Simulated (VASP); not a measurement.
CsLiMoO4, 7 atoms in the cell. The structure is cubic, space group F-43m (No. 216). The conventional cell has a = 8.250 Å, b = 8.250 Å, c = 8.250 Å, α = 90.00°, β = 90.00°, γ = 90.00°. Cs (site symmetry -43m) has 12 O at 3.43 Å and 4 Li at 3.57 Å as nearest neighbours. Li (site symmetry -43m) has 4 O at 1.82 Å as nearest neighbours. Mo (site symmetry -43m) has 4 O at 1.76 Å as nearest neighbours. O (site symmetry 3m) has 1 Mo at 1.76 Å and 1 Li at 1.82 Å as nearest neighbours. The cell comes from a database or a generator and needn't be the stable form of this composition.

| Quantity | Value |
| --- | --- |
| Program | VASP 6.6.1 |
| Task | phonons |
| Functional | LDA |
| Potentials or basis | VASP PAW LDA potentials, release 64 (Cs_sv, Li_sv, Mo_sv, O) |
| Cutoff | 600 eV |
| k mesh | 6 × 6 × 6 |
| Occupations | gaussian, width 0.03 eV |
| Spin | no spin polarisation |
| By perturbation theory | no |
| Further INCAR settings | ALGO = Normal; EDIFF = 1e-08; IBRION = 6; POTIM = 0.015; NSW = 1 |

Potentials or basis: VASP PAW LDA potentials, release 64 (Cs_sv, Li_sv, Mo_sv, O).

The run is started by

```console
$ cat potpaw_LDA.64/Cs_sv/POTCAR potpaw_LDA.64/Li_sv/POTCAR potpaw_LDA.64/Mo_sv/POTCAR potpaw_LDA.64/O/POTCAR > POTCAR
$ cp INCAR.step1 INCAR
$ mpirun -np 2 vasp_std > vasp.out
$ cp CONTCAR POSCAR
$ cp INCAR.step2 INCAR
$ mpirun -np 2 vasp_std > vasp.out
```

Hardware: 2 MPI ranks on Intel(R) Xeon(R) Platinum 8488C (Sapphire Rapids), on a shared host.

How long does it take, and how much memory?

It took 10 min on 2 MPI ranks on Intel(R) Xeon(R) Platinum 8488C (Sapphire Rapids), with other jobs on the host, peak memory 0.67 GiB a rank. Counts: scf iterations 94, k points 16, ion steps 3.
